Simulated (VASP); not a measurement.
An input for Quantum ESPRESSO's pw.x (written as the equivalent of a VASP run, and not itself run):

```
&CONTROL
  calculation = 'vc-relax'
  pseudo_dir = './pseudo'
  outdir = './out'
  tprnfor = .true.
  tstress = .true.
  nstep = 40
  forc_conv_thr = 0.00078
/
&SYSTEM
  ibrav = 0
  nat = 4
  ntyp = 2
  ecutwfc = 84
  occupations = 'smearing'
  smearing = 'gaussian'
  degauss = 0.003675
  input_dft = 'pbesol'
/
&ELECTRONS
  conv_thr = 7.3e-08
  electron_maxstep = 100
/
&IONS
/
&CELL
  press = 450
/
ATOMIC_SPECIES
  Ga 69.723 Ga.upf
  N 14.007 N.upf
CELL_PARAMETERS angstrom
     3.0087083   -0.0000000   -0.0000000
    -1.5043542    2.6056183    0.0000000
     0.0000000    0.0000000    4.9051176
ATOMIC_POSITIONS crystal
  Ga   0.3333330  0.6666670  0.9994588
  Ga   0.6666670  0.3333330  0.4994588
  N    0.3333330  0.6666670  0.3755412
  N    0.6666670  0.3333330  0.8755412
K_POINTS automatic
  8 8 5 0 0 0
```

Write the VASP files for the same calculation (PBEsol).

This is not unique; one that fits is 
KPOINTS:
```
Automatic mesh
0
Gamma
8 8 5
0 0 0
```

INCAR:
```
ISMEAR = 0   # Gaussian
LREAL = .FALSE.   # projection in real space or not
ENCUT = 620
EDIFF = 1E-6   # SCF stop (eV)
PREC = Accurate
LCHARG = .FALSE.
LWAVE = .FALSE.
PSTRESS = 450   # kbar
IBRION = 2
GGA = PS   # PBEsol
NSW = 40
EDIFFG = -0.02   # ionic stop
NELM = 100
SIGMA = 0.05
ISIF = 3
SYSTEM = GaN
LASPH = .TRUE.
ALGO = Normal
LMAXMIX = 4
```

### POSCAR
```
GaN
1.0
  3.0087083205   0.0000000000   0.0000000000
 -1.5043541603   2.6056183263   0.0000000000
  0.0000000000   0.0000000000   4.9051176032
Ga N
2 2
Direct
  0.3333330000   0.6666670000   0.9994587612
  0.6666670000   0.3333330000   0.4994587612
  0.3333330000   0.6666670000   0.3755412388
  0.6666670000   0.3333330000   0.8755412388
```

POTCAR, in this order: Ga_d N (PBE.64 set). Program: vasp_std.

The two are equivalent in intent, not identical: the potentials are each code's own (VASP's PAW set, PseudoDojo norm-conserving files in pw.x), so ENCUT and ecutwfc are chosen apart and not converted; conv_thr bounds pw.x's estimated SCF error, while EDIFF bounds the energy change between steps; forc_conv_thr acts on force components and is met together with etot_conv_thr.

The structure was generated: GaN was put into the wurtzite type (P6_3mc), which need not be its known phase. It was relaxed first under an external pressure of 45 GPa.
